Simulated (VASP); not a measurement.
Input for VASP

KPOINTS:
```
Automatic mesh
0
Gamma
12 12 12
0 0 0
```

### INCAR
```
SYSTEM=CoGa
PREC=Accurate; ENCUT=520; LREAL=.FALSE.
LASPH=.TRUE.
EDIFF=1E-7; NELM=100; ALGO=Normal
LMAXMIX=4
ISMEAR=1; SIGMA=0.1
GGA=ML; LUSE_VDW=.TRUE.; AGGAC=0.0
ZAB_VDW=-1.8867
ISIF=2
LWAVE=.FALSE.; LCHARG=.FALSE.
```

File POSCAR:
```
CoGa
2.9798810
  0.9999999443   0.0000000000   0.0000000000
  0.0000000000   0.9999999443   0.0000000000
  0.0000000000   0.0000000000   0.9999999443
Ga Co
1 1
Cartesian
  0.4999999721   0.4999999721   0.4999999721
  0.0000000000   0.0000000000   0.0000000000
```

POTCAR, in this order: Ga_d Co (PBE.64 set). Program: vasp_std.

Task: Write an equivalent input for Quantum ESPRESSO's pw.x.

Result: One equivalent input (not run):
```
&CONTROL
  calculation = 'scf'
  pseudo_dir = './pseudo'
  outdir = './out'
  tprnfor = .true.
  tstress = .true.
/
&SYSTEM
  ibrav = 0
  nat = 2
  ntyp = 2
  ecutwfc = 96
  occupations = 'smearing'
  smearing = 'methfessel-paxton'
  degauss = 0.00735
  input_dft = 'vdw-df2'
/
&ELECTRONS
  conv_thr = 7.3e-09
  electron_maxstep = 100
/
ATOMIC_SPECIES
  Ga 69.723 Ga.upf
  Co 58.933 Co.upf
CELL_PARAMETERS angstrom
     2.9798808    0.0000000    0.0000000
     0.0000000    2.9798808    0.0000000
     0.0000000    0.0000000    2.9798808
ATOMIC_POSITIONS crystal
  Ga   0.5000000  0.5000000  0.5000000
  Co   0.0000000  0.0000000  0.0000000
K_POINTS automatic
  12 12 12 0 0 0
```
The two are equivalent in intent, not identical: the potentials are each code's own (VASP's PAW set, PseudoDojo norm-conserving files in pw.x), so ENCUT and ecutwfc are chosen apart and not converted; conv_thr bounds pw.x's estimated SCF error, while EDIFF bounds the energy change between steps.

The compound is CoGa in the CsCl type structure. This cell is one point of a volume scan, at 1.03 of the reference volume.
